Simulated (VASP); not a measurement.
Computed with PBEsol GGA, VASP's PBE PAW potentials (set 64) (plane waves; VASP).

Input for VASP

### POSCAR
```
FeSi
1.0
  0.0000000000   2.5496733032   2.5496733032
  2.5496733032   0.0000000000   2.5496733032
  2.5496733032   2.5496733032   0.0000000000
Fe Si
1 1
Cartesian
  0.0000000000   0.0000000000   0.0000000000
  1.2748366516   1.2748366516   1.2748366516
```

File KPOINTS:
```
Automatic mesh
0
Gamma
14 14 14
0 0 0
```

### INCAR
```
! general
SYSTEM  = FeSi
PREC    = Accurate
ENCUT   = 400
LREAL   = .FALSE.
LASPH   = .TRUE.

! electronic loop
EDIFF   = 1E-7
NELM    = 100
ALGO    = Normal
LMAXMIX = 4

! smearing
ISMEAR  = -5

! functional
GGA     = PS

! spin
ISPIN   = 2
MAGMOM  = 1.1 -0.1

! ions
ISIF    = 2

! output
LWAVE   = .FALSE.
LCHARG  = .TRUE.
LORBIT  = 11
NEDOS   = 601
```

POTCAR, in this order: Fe Si (PBE.64 set). Program: vasp_std.

Output of the run:

**OSZICAR**
```
       N       E                     dE             d eps       ncg     rms          rms(c)
DAV:   1     0.371672402183E+02    0.37167E+02   -0.44929E+03  4600   0.840E+02
DAV:   2    -0.129122585545E+02   -0.50079E+02   -0.47074E+02  4588   0.174E+02
DAV:   3    -0.149185868082E+02   -0.20063E+01   -0.19612E+01  5445   0.418E+01
DAV:   4    -0.149640566352E+02   -0.45470E-01   -0.45437E-01  5556   0.605E+00
DAV:   5    -0.149653277292E+02   -0.12711E-02   -0.12717E-02  5603   0.107E+00    0.144E+01
DAV:   6    -0.204814806406E+02   -0.55162E+01   -0.84761E+01  5211   0.129E+02    0.274E+01
DAV:   7    -0.131300689975E+02    0.73514E+01   -0.47545E+01  5222   0.925E+01    0.333E+00
DAV:   8    -0.131806254851E+02   -0.50556E-01   -0.60852E-01  4880   0.539E+00    0.195E+00
DAV:   9    -0.131672199271E+02    0.13406E-01   -0.57155E-02  6055   0.295E+00    0.985E-01
DAV:  10    -0.131668327417E+02    0.38719E-03   -0.55010E-03  6190   0.811E-01    0.319E-01
DAV:  11    -0.131669627667E+02   -0.13002E-03   -0.74372E-04  6782   0.236E-01    0.168E-01
DAV:  12    -0.131670653750E+02   -0.10261E-03   -0.38463E-04  5649   0.209E-01    0.835E-02
DAV:  13    -0.131671493088E+02   -0.83934E-04   -0.47783E-04  6261   0.254E-01    0.451E-02
DAV:  14    -0.131671529210E+02   -0.36123E-05   -0.64238E-05  7154   0.848E-02    0.190E-02
DAV:  15    -0.131671518904E+02    0.10306E-05   -0.56920E-06  5582   0.201E-02    0.737E-03
DAV:  16    -0.131671514687E+02    0.42164E-06   -0.26199E-06  6089   0.115E-02    0.219E-03
DAV:  17    -0.131671513015E+02    0.16723E-06   -0.69421E-08  2630   0.315E-03    0.140E-03
DAV:  18    -0.131671512436E+02    0.57893E-07   -0.13926E-08  2567   0.123E-03
   1 F= -.13167151E+02 E0= -.13167151E+02  d E =0.000000E+00  mag=     0.9402
```

File OUTCAR:
```
------------------------ aborting loop because EDIFF is reached ----------------------------------------
  FORCE on cell =-STRESS in cart. coord.  units (eV):
  Direction    XX          YY          ZZ          XY          YZ          ZX
  --------------------------------------------------------------------------------------
  Total       -0.0215318     -0.0215318     -0.0215318      0.0000000      0.0000000     -0.0000000
  in kB       -1.0406571     -1.0406571     -1.0406571      0.0000000      0.0000000     -0.0000000
  external PRESSURE =      -1.0406571 kB  Pullay stress =       0.0000000 kB
  volume of cell :       33.15
      direct lattice vectors                 reciprocal lattice vectors
     0.000000000  2.549673303  2.549673303    -0.196103555  0.196103555  0.196103555
     2.549673303  0.000000000  2.549673303     0.196103555 -0.196103555  0.196103555
     2.549673303  2.549673303  0.000000000     0.196103555  0.196103555 -0.196103555
 POSITION                                       TOTAL-FORCE (eV/Angst)
 -----------------------------------------------------------------------------------
      0.00000      0.00000      0.00000         0.000000      0.000000      0.000000
      1.27484      1.27484      1.27484        -0.000000      0.000000     -0.000000
 -----------------------------------------------------------------------------------
    total drift:                                0.000000      0.000000      0.000000
  FREE ENERGIE OF THE ION-ELECTRON SYSTEM (eV)
  ---------------------------------------------------
  free  energy   TOTEN  =       -13.1671512436 eV

  energy  without entropy=      -13.1671512436  energy(sigma->0) =      -13.16715124

 total charge

# of ion       s       p       d       tot
------------------------------------------
    1        0.507   0.405   6.539   7.451
    2        0.829   0.895   0.000   1.723
--------------------------------------------------
tot          1.335   1.299   6.539   9.174

 magnetization (x)

# of ion       s       p       d       tot
------------------------------------------
    1        0.029  -0.013   1.045   1.062
    2       -0.012  -0.068   0.000  -0.080
--------------------------------------------------
tot          0.018  -0.081   1.045   0.982
```
(Selected blocks of OUTCAR.)

For a metal the tetrahedron method with Blöchl corrections gives inexact stress and forces.

The structure was generated: FeSi was put into the zinc blende type (F-43m), which need not be its known phase. It was relaxed first, which changed the volume by -25 %.
